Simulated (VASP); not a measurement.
Data:

```
CELL_PARAMETERS angstrom
      3.88751     0.00000     0.00000
     -1.94376     3.36668     0.00000
      0.00000     0.00000     4.76113
ATOMIC_POSITIONS crystal
  Fe 0.00000 0.00000 0.74604
  Fe 0.00000 0.00000 0.25396
  Fe 0.66667 0.33333 0.00000
  Ge 0.66667 0.33333 0.50000
  Ge 0.33333 0.66667 0.00000
```

Level of theory: LDA (Ceperley-Alder, Perdew-Zunger) with spin-orbit coupling, VASP's LDA PAW potentials (set 64) (plane waves; VASP). Settings: 400 eV cut-off, 8×8×6 Γ-centred mesh, Gaussian smearing of 0.050 eV, potentials Fe Ge_d.

The run has a spin-polarised start.

**Question.** Give the energies of bands 47 to 60 at the high-symmetry points, in eV from the Fermi level.

**Answer.** 
```tsv
band	Γ	M	K	A	L	H
47	-0.51	-1.09	-0.95	-0.91	-1.31	-1.24
48	-0.34	-1.08	-0.81	-0.71	-1.10	-1.18
49	-0.33	-0.93	-0.76	-0.70	-0.97	-1.14
50	0.36	-0.91	-0.76	-0.37	-0.64	-0.65
51	0.48	-0.59	-0.66	0.52	-0.62	-0.54
52	0.48	-0.47	-0.61	0.53	-0.57	-0.49
53	1.12	-0.18	-0.35	0.55	-0.19	-0.29
54	1.14	0.10	-0.13	0.56	-0.11	-0.29
55	1.22	0.10	0.01	1.14	0.02	-0.28
56	2.41	0.21	0.21	1.33	0.55	0.38
57	2.51	0.32	0.79	2.94	0.65	0.45
58	2.52	0.73	0.88	3.33	0.87	0.64
59	3.06	1.00	0.91	3.61	1.08	0.77
60	3.13	1.35	1.24	3.77	2.14	0.84
```

It has no gap at this level: it comes out as a metal or semimetal.

The structure comes from a computed database's Fe3Ge2 entry (P-6m2); how it stands against other phases isn't given here. It was relaxed first, which changed the volume by -9 %.
